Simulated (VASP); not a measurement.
Here is the system:

```
CELL_PARAMETERS angstrom
      0.00000     2.51007     2.51007
      2.51007     0.00000     2.51007
      2.51007     2.51007     0.00000
ATOMIC_POSITIONS crystal
  Eu 0.00000 0.00000 0.00000
  O  0.50000 0.50000 0.50000
```

Calculation: revPBE GGA, VASP's PBE PAW potentials (set 64) (plane waves; VASP 6.6.1). Run with 520 eV cut-off, 10×10×10 Γ-centred mesh, tetrahedra with Blöchl corrections, potentials Eu_2 O.

The 4f electrons are frozen in the core of the lanthanide potential, so 4f levels, which can set the real gap, and their magnetism are missing.

Question: Predict the energy per atom (σ→0), band gap (on the k-mesh) with the smallest direct gap where there is one.

Answer: 
```yaml
band gap (on the k-mesh): 2.86 eV
smallest direct gap (on the k-mesh): 2.86 eV
energy per atom (σ→0): -6.254 eV/atom
```

The compound is EuO in the rock salt structure. It was relaxed first, which changed the volume by -7 %.
